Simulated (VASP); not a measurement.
Consider the following.

```
CELL_PARAMETERS angstrom
      0.00000     8.50442     8.50442
      8.50442     0.00000     8.50442
      8.50442     8.50442     0.00000
ATOMIC_POSITIONS crystal
  Be 0.00000 0.00000 0.00000
  Be 0.00000 0.00000 0.33333
  Be 0.00000 0.00000 0.66667
  Be 0.00000 0.33333 0.00000
  Be 0.00000 0.33333 0.33333
  Be 0.00000 0.33333 0.66667
  Be 0.00000 0.66667 0.00000
  Be 0.00000 0.66667 0.33333
  Be 0.00000 0.66667 0.66667
  Be 0.33333 0.00000 0.00000
  Be 0.33333 0.00000 0.33333
  Be 0.33333 0.00000 0.66667
  Be 0.33333 0.33333 0.00000
  Be 0.33333 0.33333 0.33333
  Be 0.33333 0.33333 0.66667
  Be 0.33333 0.66667 0.00000
  Be 0.33333 0.66667 0.33333
  Be 0.33333 0.66667 0.66667
  Be 0.66667 0.00000 0.00000
  Be 0.66667 0.00000 0.33333
  Be 0.66667 0.00000 0.66667
  Be 0.66667 0.33333 0.00000
  Be 0.66667 0.33333 0.33333
  Be 0.66667 0.33333 0.66667
  Be 0.66667 0.66667 0.00000
  Be 0.66667 0.66667 0.33333
  Be 0.66667 0.66667 0.66667
  Te 0.25000 0.25000 0.25000
  Te 0.25000 0.25000 0.58333
  Te 0.25000 0.25000 0.91667
  Te 0.25000 0.58333 0.25000
  Te 0.25000 0.58333 0.58333
  Te 0.25000 0.58333 0.91667
  Te 0.25000 0.91667 0.25000
  Te 0.25000 0.91667 0.58333
  Te 0.25000 0.91667 0.91667
  Te 0.58333 0.25000 0.25000
  Te 0.58333 0.25000 0.58333
  Te 0.58333 0.25000 0.91667
  Te 0.58333 0.58333 0.25000
  Te 0.58333 0.58333 0.58333
  Te 0.58333 0.58333 0.91667
  Te 0.58333 0.91667 0.25000
  Te 0.58333 0.91667 0.58333
  Te 0.58333 0.91667 0.91667
  Te 0.91667 0.25000 0.25000
  Te 0.91667 0.25000 0.58333
  Te 0.91667 0.25000 0.91667
  Te 0.91667 0.58333 0.25000
  Te 0.91667 0.58333 0.58333
  Te 0.91667 0.58333 0.91667
  Te 0.91667 0.91667 0.25000
  Te 0.91667 0.91667 0.58333
  Te 0.91667 0.91667 0.91667
```

Method: PBE GGA, VASP's PBE PAW potentials (set 64) (plane waves; VASP). Run with PREC = Normal, LREAL = Auto, 400 eV cut-off, 1×1×1 Γ-centred mesh, Gaussian smearing of 0.050 eV, potentials Be Te.

The supercell is sampled at Γ alone, which is coarse: total energies, pressure and levels can be off, energies of defects by several tenths of an eV.

### Question
What does the run give for the energy per atom (σ→0), pressure?

### Answer

| Quantity | Result |
|---|---|
| energy per atom (σ→0) | -3.654 eV/atom |
| pressure | 1.42 GPa |

The cell is a supercell, built from a database entry that may be metastable or hypothetical.
